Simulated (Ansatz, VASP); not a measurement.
Two plane-wave programs on Zr2BiN2

Contents of INCAR:

```
PREC = Accurate
ENCUT = 600
EDIFF = 1E-7
ISMEAR = 0
SIGMA = 0.1
LREAL = False
LASPH = True
NELM = 100
ALGO = Normal
ISIF = 3
LWAVE = False
LCHARG = False
GGA = PE
IBRION = 2
NSW = 90
EDIFFG = -0.04
```

The input KPOINTS:

```
Automatic mesh
0
Gamma
  6 6 2
```

Contents of POSCAR:

```
Zr2BiN2
1.0
    3.6996463800      0.0000000000      0.0000000000
   -1.8498231900      3.2039877500      0.0000000000
    0.0000000000      0.0000000000      7.4868975700
Zr Bi N
2 1 2
Direct
    0.6666666700      0.3333333300      0.0000000000
    0.0000000000      0.0000000000      0.0000000000
    0.0000000000      0.0000000000      0.5000000000
    0.3333333300      0.6666666700      0.2054603200
    0.3333333300      0.6666666700      0.7945396800
```

Input for Ansatz:

```yaml
crystal:
  lattice:
    - [3.69964638, 0.0, 0.0]
    - [-1.84982319, 3.20398775, 0.0]
    - [0.0, 0.0, 7.48689757]
  atoms:
    - { symbol: Zr, position: [0.66666667, 0.33333333, 0.0] }
    - { symbol: Zr, position: [0.0, 0.0, 0.0] }
    - { symbol: Bi, position: [0.0, 0.0, 0.5] }
    - { symbol: "N", position: [0.33333333, 0.66666667, 0.20546032] }
    - { symbol: "N", position: [0.33333333, 0.66666667, 0.79453968] }
basis:
  ecutwfc: 420
kpoints:
  mp_grid: { grid: [6, 6, 2] }
hamiltonian:
  xc: pbe
scf:
  occupations: { method: gaussian, width: 0.1 }
  lower_state_search: "off"
output:
  forces: true
  stress: true
  eigenvalues: true
relax:
  adjacent_minimum: "off"
  f_tol: 0.04
  max_steps: 70
  cell: { stress_tol: 0.4 }
```

Change from the starting cell: species swapped into the La2Cu2I type (P-6m2, No. 187).

Alike in both runs: task relaxation of cell and atoms; functional PBE; k mesh 6 × 6 × 2; occupations gaussian, width 0.1 eV; no spin polarisation.

|  | VASP | Ansatz |
| --- | --- | --- |
| version | VASP 6.6.1 | Ansatz 0.2.0 |
| potentials or method | VASP PAW PBE potentials, release 64 (Zr_sv, Bi_d, N) | scalar-relativistic, plane waves, PAW |
| plane-wave cutoff (eV) | 600 | 420 |
| valence electrons in the cell | 49 | 49 |

Ansatz gave:

```
gap on the k mesh at the Fermi level, each at its own relaxed structure (eV) : none
relaxed volume (Å³/atom)                                                     : 20.71
relaxed cell length with the largest relative difference (Å)                 : 4.512
energy change over the relaxation (meV/atom)                                 : -1219
```

**Question.** Estimate VASP's values.

**Answer.** gap on the k mesh at the Fermi level, each at its own relaxed structure (eV): none; relaxed volume (Å³/atom): 20.59; relaxed cell length with the largest relative difference (Å): 4.498; energy change over the relaxation (meV/atom): -1225.

A gap of «none» marks a metal or a gap that the smearing closes.

Caveats: the k mesh is coarse (spacing up to 0.42 Å⁻¹), so the values aren't converged; the volume moved by over 15 % at a fixed basis, so the end points are rough (VASP); spin-orbit coupling is left out, which moves the levels of the heavy elements.
